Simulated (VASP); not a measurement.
Consider the following.

```yaml
crystal:
  lattice:
    - [5.21689, 0.00000, 0.00000]
    - [0.00000, 5.21689, 0.00000]
    - [0.00000, 0.00000, 5.21689]
  atoms:
    - { symbol: Nb, position: [0.25000, 0.00000, 0.50000] }
    - { symbol: Nb, position: [0.50000, 0.25000, 0.00000] }
    - { symbol: Nb, position: [0.50000, 0.75000, 0.00000] }
    - { symbol: Nb, position: [0.75000, 0.00000, 0.50000] }
    - { symbol: Nb, position: [0.00000, 0.50000, 0.75000] }
    - { symbol: Nb, position: [0.00000, 0.50000, 0.25000] }
    - { symbol: Sn, position: [0.50000, 0.50000, 0.50000] }
    - { symbol: Sn, position: [0.00000, 0.00000, 0.00000] }
```

All values below come from LDA (Ceperley-Alder, Perdew-Zunger), VASP's LDA PAW potentials (set 64) (plane waves; VASP). Settings: 400 eV cut-off, Gaussian smearing of 0.050 eV, potentials Nb_sv Sn_d.

Task: Give the energies of bands 46 to 59 at the high-symmetry points, in eV from the Fermi level.

Result: 
```
band      Γ      X      M      R
----  -----  -----  -----  -----
46    -1.83  -1.37  -1.92  -1.47
47    -1.83  -1.09  -1.59  -1.47
48    -1.83  -1.09  -0.87  -1.47
49    -1.47  -1.08   0.13   0.02
50    -0.55  -1.08   0.13   0.02
51    -0.55  -0.88   0.14   0.02
52    -0.55  -0.88   0.14   0.02
53    -0.06  -0.33   0.28   0.18
54    -0.06  -0.33   0.58   0.18
55     2.46   1.62   0.70   0.18
56     2.46   1.62   0.70   0.18
57     2.47   2.26   0.80   0.18
58     2.64   2.26   0.90   0.18
59     3.67   2.83   1.26   2.62
```

It has no gap at this level: it comes out as a metal or semimetal.

The compound is Nb3Sn in the A15 structure. It was relaxed first.
